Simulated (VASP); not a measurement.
Calculation: PBEsol GGA, VASP's PBE PAW potentials (set 64) (plane waves; VASP).

VASP ran on this input.

KPOINTS:
```
Automatic mesh
0
G
16 16 8
0 0 0
```

### POSCAR
```
Co
1
    1.2270483852    -2.1253103672     0.0000000000
    1.2270483852     2.1253103672     0.0000000000
    0.0000000000     0.0000000000     3.9582307857
Co
2
Direct
  0.3333330000   0.6666670000   0.2500000000
  0.6666670000   0.3333330000   0.7500000000
```

### INCAR
```
! general
SYSTEM =Co
PREC   =Accurate
ENCUT  =480
LREAL  =.FALSE.
LASPH  =.TRUE.

! electronic loop
EDIFF  =1E-7   ! SCF stop (eV)
NELM   =100   ! most electronic steps
ALGO   =Normal   ! blocked Davidson
LMAXMIX=4   ! l cut-off of mixed one-centre charges

! smearing
ISMEAR =1   ! Methfessel-Paxton
SIGMA  =0.1

! functional
GGA    =PS   ! PBEsol

! spin
ISPIN  =2
MAGMOM =2*1.6

! ions
ISIF   =2   ! forces and stress, cell fixed

! output
LWAVE  =.FALSE.
LCHARG =.FALSE.
LORBIT =10
```

POTCAR, in this order: Co (PBE.64 set). Program: vasp_std.

Output of the run:

File OUTCAR:
```
 ion  position               nearest neighbor table
   1  0.333  0.667  0.250-   2 2.43   2 2.43   2 2.43   2 2.43   2 2.43   2 2.43
   2  0.667  0.333  0.750-   1 2.43   1 2.43   1 2.43   1 2.43   1 2.43   1 2.43
  LATTYP: Found a hexagonal cell.
 ALAT       =     2.4540969615
 C/A-ratio  =     1.6129072517
 Subroutine PRICEL returns:
 Original cell was already a primitive cell.
 Subroutine GETGRP returns: Found 24 space group operations
The static configuration has the point symmetry D_3d.
 The point group associated with its full space group is D_6h.
The dynamic configuration has the point symmetry D_3d.
The overall configuration has the point symmetry D_3d.
 Subroutine INISYM returns: Found 24 space group operations
 Subroutine IBZKPT returns following result:
 Found    150 irreducible k-points:

 Following reciprocal coordinates:
            Coordinates               Weight
  0.000000  0.000000  0.000000      1.000000
  0.062500  0.000000  0.000000      6.000000
  0.125000  0.000000  0.000000      6.000000
  0.187500 -0.000000  0.000000      6.000000
  0.250000  0.000000  0.000000      6.000000
  0.312500  0.000000  0.000000      6.000000
  0.375000 -0.000000  0.000000      6.000000
  0.437500  0.000000  0.000000      6.000000
  0.500000  0.000000  0.000000      3.000000
  0.062500  0.062500  0.000000      6.000000
  0.125000  0.062500  0.000000     12.000000
  0.187500  0.062500  0.000000     12.000000
  0.250000  0.062500  0.000000     12.000000
  0.312500  0.062500  0.000000     12.000000
  0.375000  0.062500  0.000000     12.000000
  0.437500  0.062500  0.000000     12.000000
  0.125000  0.125000  0.000000      6.000000
  0.187500  0.125000  0.000000     12.000000
  0.250000  0.125000  0.000000     12.000000
  0.312500  0.125000  0.000000     12.000000
  0.375000  0.125000  0.000000     12.000000
...
```

File OSZICAR:
```
       N       E                     dE             d eps       ncg     rms          rms(c)
DAV:   1     0.753864180420E+02    0.75386E+02   -0.79140E+03  9248   0.152E+03
DAV:   2    -0.159047335016E+02   -0.91291E+02   -0.84505E+02  9021   0.251E+02
DAV:   3    -0.179828633344E+02   -0.20781E+01   -0.20229E+01 10988   0.536E+01
DAV:   4    -0.180156820388E+02   -0.32819E-01   -0.32811E-01 12890   0.514E+00
DAV:   5    -0.180159371353E+02   -0.25510E-03   -0.25509E-03 11144   0.439E-01    0.165E+01
DAV:   6    -0.158957800385E+02    0.21202E+01   -0.14895E+01  9700   0.798E+01    0.741E+00
DAV:   7    -0.155166291834E+02    0.37915E+00   -0.19407E+00 10246   0.276E+01    0.398E+00
DAV:   8    -0.154933932286E+02    0.23236E-01   -0.19871E-02 12569   0.154E+00    0.192E+00
DAV:   9    -0.154768900406E+02    0.16503E-01   -0.34793E-03 13721   0.104E+00    0.663E-01
DAV:  10    -0.154756096760E+02    0.12804E-02   -0.31612E-03 12253   0.861E-01    0.296E-01
DAV:  11    -0.154762010600E+02   -0.59138E-03   -0.50459E-04 12362   0.369E-01    0.295E-02
DAV:  12    -0.154761967749E+02    0.42851E-05   -0.11014E-05 10163   0.357E-02    0.159E-02
DAV:  13    -0.154761971015E+02   -0.32658E-06   -0.23066E-06 12982   0.209E-02    0.802E-03
DAV:  14    -0.154761968850E+02    0.21642E-06   -0.33944E-07  9672   0.900E-03    0.117E-03
DAV:  15    -0.154761968827E+02    0.23169E-08   -0.16593E-08  5088   0.160E-03
   1 F= -.15476197E+02 E0= -.15476561E+02  d E =0.109127E-02  mag=     3.1162
```

File OUTCAR:
```
------------------------ aborting loop because EDIFF is reached ----------------------------------------
  FORCE on cell =-STRESS in cart. coord.  units (eV):
  Direction    XX          YY          ZZ          XY          YZ          ZX
  --------------------------------------------------------------------------------------
  Total       -0.0145665     -0.0145665      0.0543259      0.0000000      0.0000000     -0.0000000
  in kB       -1.1304503     -1.1304506      4.2160138      0.0000000      0.0000000     -0.0000000
  external PRESSURE =       0.6517043 kB  Pullay stress =       0.0000000 kB
  volume of cell :       20.65
      direct lattice vectors                 reciprocal lattice vectors
     1.227048385 -2.125310367  0.000000000     0.407481894 -0.235259757  0.000000000
     1.227048385  2.125310367  0.000000000     0.407481894  0.235259757  0.000000000
     0.000000000  0.000000000  3.958230786     0.000000000  0.000000000  0.252638124
 POSITION                                       TOTAL-FORCE (eV/Angst)
 -----------------------------------------------------------------------------------
      1.22705      0.70844      0.98956         0.000000      0.000000      0.000000
      1.22705     -0.70844      2.96867        -0.000000     -0.000000      0.000000
 -----------------------------------------------------------------------------------
    total drift:                                0.000000     -0.000005     -0.000029
  FREE ENERGIE OF THE ION-ELECTRON SYSTEM (eV)
  ---------------------------------------------------
  free  energy   TOTEN  =       -15.4761968827 eV

  energy  without entropy=      -15.4772881567  energy(sigma->0) =      -15.47656064

 total charge

# of ion       s       p       d       tot
------------------------------------------
    1        0.510   0.569   7.295   8.374
    2        0.510   0.569   7.295   8.374
--------------------------------------------------
tot          1.020   1.138  14.589  16.747

 magnetization (x)

# of ion       s       p       d       tot
------------------------------------------
    1       -0.015  -0.053   1.634   1.565
    2       -0.015  -0.053   1.634   1.565
--------------------------------------------------
tot         -0.031  -0.107   3.267   3.130
```
(Selected blocks of OUTCAR.)

The compound is Co in the hcp structure. It was relaxed first, which changed the volume by -7 %.
